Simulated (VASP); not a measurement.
Consider the following.

```xyz
4
Lattice="3.1124 0.0000 0.0000 -1.5562 2.6955 0.0000 0.0000 0.0000 5.5293" Properties=species:S:1:pos:R:3 pbc="T T T"
Nb     0.0000     0.0000     5.5293
Nb     0.0000     0.0000     2.7647
C      0.0000     1.7970     1.3823
C      1.5562     0.8985     4.1470
```

Computed with PBEsol GGA, VASP's PBE PAW potentials (set 64) (plane waves; VASP 6.6.1). Run with 520 eV cut-off, Gaussian smearing of 0.050 eV, potentials Nb_sv C.

Problem. Give the energies of bands 11 to 20 at the high-symmetry points, in eV from the Fermi level.

Solution. 
| band | Γ | M | K | A | L | H |
|---|---|---|---|---|---|---|
| 11 | -6.41 | -6.59 | -5.06 | -4.05 | -5.33 | -5.07 |
| 12 | -3.79 | -5.12 | -5.06 | -4.05 | -5.33 | -5.07 |
| 13 | -3.79 | -4.05 | -4.88 | -2.62 | -3.03 | -3.69 |
| 14 | -3.15 | -2.90 | -3.54 | -2.62 | -3.03 | -3.69 |
| 15 | -0.02 | -2.54 | -3.54 | -2.62 | -2.66 | -2.79 |
| 16 | -0.02 | -1.60 | -0.63 | -2.62 | -2.66 | -2.79 |
| 17 | 0.00 | -0.22 | 1.27 | 1.03 | -0.47 | 0.27 |
| 18 | 0.00 | 0.14 | 1.48 | 1.03 | -0.47 | 0.27 |
| 19 | 0.13 | 2.90 | 1.48 | 1.03 | 3.46 | 2.49 |
| 20 | 0.84 | 3.15 | 2.01 | 1.04 | 3.47 | 2.49 |

It has no gap at this level: it comes out as a metal or semimetal.

The structure was generated: NbC was put into the NiAs type type (P6_3/mmc), which need not be its known phase. It was relaxed first, which changed the volume by -31 %.
